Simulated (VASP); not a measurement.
Level of theory: r2SCAN meta-GGA, VASP's PBE PAW potentials (set 64) (plane waves; VASP).

A VASP calculation is set up with these files.

### KPOINTS
```
Automatic mesh
0
Gamma
17 17 9
0 0 0
```

INCAR:
```
SYSTEM = Tc
PREC = Normal; ENCUT = 400; LREAL = F
LASPH = T
EDIFF = 1E-5; NELM = 100; NELMIN = 4
ALGO = Normal; LMAXMIX = 4; LMIXTAU = T
ISMEAR = 1; SIGMA = 0.1
METAGGA = R2SCAN
IBRION = 2; NSW = 20; ISIF = 2
EDIFFG = -0.03
LWAVE = F; LCHARG = F
```

### POSCAR
```
Tc
1
    2.7347294055     0.0000000000     0.0000000000
   -1.3673647028     2.3683455290     0.0000000000
    0.0000000000     0.0000000000     4.3881877953
Tc
2
Direct
  0.6666670000   0.3333330000   0.7500000000
  0.3333330000   0.6666670000   0.2500000000
```

POTCAR, in this order: Tc_pv (PBE.64 set). Program: vasp_std.

Output of the run:

File OUTCAR:
```
 ion  position               nearest neighbor table
   1  0.667  0.333  0.750-   2 2.70   2 2.70   2 2.70   2 2.70   2 2.70   2 2.70
   2  0.333  0.667  0.250-   1 2.70   1 2.70   1 2.70   1 2.70   1 2.70   1 2.70
  LATTYP: Found a hexagonal cell.
 ALAT       =     2.7347294055
 C/A-ratio  =     1.6046149891
 Subroutine PRICEL returns:
 Original cell was already a primitive cell.
 Subroutine GETGRP returns: Found 24 space group operations
The static configuration has the point symmetry D_3d.
 The point group associated with its full space group is D_6h.
The dynamic configuration has the point symmetry D_3d.
 Subroutine INISYM returns: Found 24 space group operations
 Subroutine IBZKPT returns following result:
 Found    165 irreducible k-points:

 Following reciprocal coordinates:
            Coordinates               Weight
  0.000000  0.000000  0.000000      1.000000
  0.058824 -0.000000  0.000000      6.000000
  0.117647  0.000000  0.000000      6.000000
  0.176471 -0.000000  0.000000      6.000000
  0.235294  0.000000  0.000000      6.000000
  0.294118  0.000000  0.000000      6.000000
  0.352941 -0.000000  0.000000      6.000000
  0.411765 -0.000000  0.000000      6.000000
  0.470588  0.000000  0.000000      6.000000
  0.058824  0.058824  0.000000      6.000000
  0.117647  0.058824  0.000000     12.000000
  0.176471  0.058824  0.000000     12.000000
  0.235294  0.058824  0.000000     12.000000
  0.294118  0.058824  0.000000     12.000000
  0.352941  0.058824  0.000000     12.000000
  0.411765  0.058824  0.000000     12.000000
  0.470588  0.058824  0.000000      6.000000
  0.117647  0.117647  0.000000      6.000000
  0.176471  0.117647  0.000000     12.000000
  0.235294  0.117647  0.000000     12.000000
  0.294118  0.117647  0.000000     12.000000
  0.352941  0.117647  0.000000     12.000000
  0.411765  0.117647  0.000000     12.000000
  0.176471  0.176471  0.000000      6.000000
  0.235294  0.176471  0.000000     12.000000
  0.294118  0.176471  0.000000     12.000000
  0.352941  0.176471  0.000000     12.000000
  0.411765  0.176471  0.000000      6.000000
  0.235294  0.235294  0.000000      6.000000
  0.294118  0.235294  0.000000     12.000000
  0.352941  0.235294  0.000000     12.000000
  0.294118  0.294118  0.000000      6.000000
  0.352941  0.294118  0.000000      6.000000
  0.000000  0.000000  0.111111      2.000000
  0.058824 -0.000000  0.111111     12.000000
  0.117647  0.000000  0.111111     12.000000
  0.176471 -0.000000  0.111111     12.000000
  0.235294  0.000000  0.111111     12.000000
  0.294118  0.000000  0.111111     12.000000
  0.352941 -0.000000  0.111111     12.000000
   k-points           NKPTS =    165   k-points in BZ     NKDIM =    165   number of bands    NBANDS=     17
   number of dos      NEDOS =    301   number of ions     NIONS =      2
   total plane-waves  NPLWV =   4704
   dimension x,y,z NGX =    14 NGY =   14 NGZ =   24
   dimension x,y,z NGXF=    28 NGYF=   28 NGZF=   48
   ions per type =               2
   PREC   = normal    normal or accurate (medium, high low for compatibility)
   ISTART =      0    job   : 0-new  1-cont  2-samecut
   ICHARG =      2    charge: 1-file 2-atom 10-const
   ISPIN  =      1    spin polarized calculation?
   LNONCOLLINEAR =      F non collinear calculations
   LSORBIT =      F    spin-orbit coupling
   INIWAV =      1    electr: 0-lowe 1-rand  2-diag
   ENCUT  =  400.0 eV  29.40 Ry    5.42 a.u.   4.46  4.46  7.16*2*pi/ulx,y,z
   NELM   =    100;   NELMIN=  4; NELMDL= -5     # of ELM steps
   EDIFF  = 0.1E-04   stopping-criterion for ELM
   LREAL  =      F    real-space projection
...
```

OSZICAR:
```
       N       E                     dE             d eps       ncg     rms          rms(c)
DAV:   1     0.246181601262E+03    0.24618E+03   -0.15064E+04  5683   0.135E+03
DAV:   2    -0.574395478041E+02   -0.30362E+03   -0.30070E+03  6237   0.429E+02
DAV:   3    -0.644551113572E+02   -0.70156E+01   -0.68507E+01  6668   0.775E+01
DAV:   4    -0.645237188726E+02   -0.68608E-01   -0.68253E-01  6306   0.722E+00
DAV:   5    -0.645243019255E+02   -0.58305E-03   -0.58297E-03  6214   0.666E-01    0.295E+01
DAV:   6    -0.529902093180E+02    0.11534E+02   -0.11447E+01  5752   0.398E+01    0.381E+00
DAV:   7    -0.507990612650E+02    0.21911E+01   -0.13912E+00  6143   0.851E+00    0.101E+00
DAV:   8    -0.518524815120E+02   -0.10534E+01   -0.12411E+00  5814   0.749E+00    0.192E+00
DAV:   9    -0.519199378541E+02   -0.67456E-01   -0.39008E-02  5821   0.209E+00    0.569E-01
DAV:  10    -0.519348600627E+02   -0.14922E-01   -0.40041E-02  5613   0.232E+00    0.457E-01
DAV:  11    -0.519340499177E+02    0.81015E-03   -0.73702E-04  6405   0.238E-01    0.370E-01
DAV:  12    -0.519314225595E+02    0.26274E-02   -0.90540E-03  5649   0.992E-01    0.652E-02
DAV:  13    -0.519328333958E+02   -0.14108E-02   -0.77808E-04  5998   0.203E-01    0.388E-02
DAV:  14    -0.519328269330E+02    0.64628E-05   -0.54438E-05  5727   0.670E-02
   1 F= -.51932827E+02 E0= -.51932591E+02  d E =-.519328E+02
```

### OUTCAR
```
------------------------ aborting loop because EDIFF is reached ----------------------------------------
  FORCE on cell =-STRESS in cart. coord.  units (eV):
  Direction    XX          YY          ZZ          XY          YZ          ZX
  --------------------------------------------------------------------------------------
  Total       -0.1758627     -0.1758628     -0.3007501      0.0000000      0.0000000      0.0000000
  in kB       -9.9137909     -9.9137941    -16.9539798      0.0000000      0.0000000      0.0000000
  external PRESSURE =     -12.2605216 kB  Pullay stress =       0.0000000 kB
  volume of cell :       28.42
      direct lattice vectors                 reciprocal lattice vectors
     2.734729405  0.000000000  0.000000000     0.365666891  0.211117843  0.000000000
    -1.367364703  2.368345529  0.000000000     0.000000000  0.422235686  0.000000000
     0.000000000  0.000000000  4.388187795     0.000000000  0.000000000  0.227884504
 POSITION                                       TOTAL-FORCE (eV/Angst)
 -----------------------------------------------------------------------------------
      1.36737      0.78945      3.29114        -0.000000      0.000000      0.000000
     -0.00000      1.57890      1.09705         0.000000     -0.000000      0.000000
 -----------------------------------------------------------------------------------
    total drift:                               -0.001273      0.000735     -0.000394
  FREE ENERGIE OF THE ION-ELECTRON SYSTEM (eV)
  ---------------------------------------------------
  free  energy   TOTEN  =       -51.9328269330 eV

  energy  without entropy=      -51.9321183616  energy(sigma->0) =      -51.93259074

 reached required accuracy - stopping structural energy minimisation
```
(Selected blocks of OUTCAR.)

The compound is Tc in the hcp structure. It was relaxed first.
